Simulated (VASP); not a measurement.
Here is a VASP 6.6.1 calculation.

File INCAR:

```
AGGAC = 0.0 ; ALGO = Normal
EDIFF = 1E-6 ; EDIFFG = -0.005
ENCUT = 600 ; GGA = CX
IBRION = 2 ; ISIF = 3
ISMEAR = -1 ; ISPIN = 2
KPAR = 4 ; LASPH = True
LCHARG = False ; LMAXMIX = 6
LORBIT = 11 ; LREAL = False
LUSE_VDW = True ; LWAVE = False
MAGMOM = 0 0 4 1 0 0 0 0 0 0 ; NELM = 150
NSW = 40 ; PREC = Accurate
SIGMA = 0.05
```

The input KPOINTS:

```
k-points
0
Gamma
  7 7 7
```

The input POSCAR:

```
NaLaMnMoO6
1.0
   -2.7229400000      2.7229400000      3.8988900000
    2.7229400000     -2.7229400000      3.8988900000
    2.7229400000      2.7229400000     -3.8988900000
Na La Mn Mo O
1 1 1 1 6
Direct
    0.2500000000      0.7500000000      0.5000000000
    0.7500000000      0.2500000000      0.5000000000
    0.5000000000      0.5000000000      0.0000000000
    0.0000000000      0.0000000000      0.0000000000
    0.2076600000      0.2960700000      0.5037100000
    0.2960500000      0.7923400000      0.0884100000
    0.7923600000      0.7039500000      0.4962900000
    0.7039300000      0.2076400000      0.9115900000
    0.2519400000      0.2519400000      0.0000000000
    0.7480600000      0.7480600000      0.0000000000
```

Potentials or basis: VASP PAW PBE potentials, release 64 (Na_pv, La, Mn_pv, Mo_sv, O).

Launch:

```console
$ cat potpaw_PBE.64/Na_pv/POTCAR potpaw_PBE.64/La/POTCAR potpaw_PBE.64/Mn_pv/POTCAR potpaw_PBE.64/Mo_sv/POTCAR potpaw_PBE.64/O/POTCAR > POTCAR
$ mpirun -np 4 vasp_std > vasp.out
```

What does it give for the relaxed cell?

a = 5.418 Å, b = 5.418 Å, c = 5.418 Å, α = 120.38°, β = 120.38°, γ = 89.35°.

Predict the net moment.

1.44 μB per cell.

Forces in eV/Å, atoms in the order of the input:
```
Na   0.000  0.000  0.000
La   0.000  0.000  0.000
Mn   0.000  0.000  0.000
Mo   0.000  0.000  0.000
O    0.000  0.000 -0.002
O    0.000  0.000  0.002
O    0.000  0.000 -0.002
O    0.000  0.000  0.002
O    0.000  0.000 -0.002
O    0.000  0.000  0.002
```

Caveat: the PAW data sets were made with another functional, which shifts forces and pressure a little; a cell with one magnetic atom can't hold antiferromagnetic order, which such compounds often take; semilocal functionals often make such compounds metallic where correlation or magnetic order opens a gap, which also shifts bond lengths. Spin-orbit coupling is left out, which matters for the levels of La.
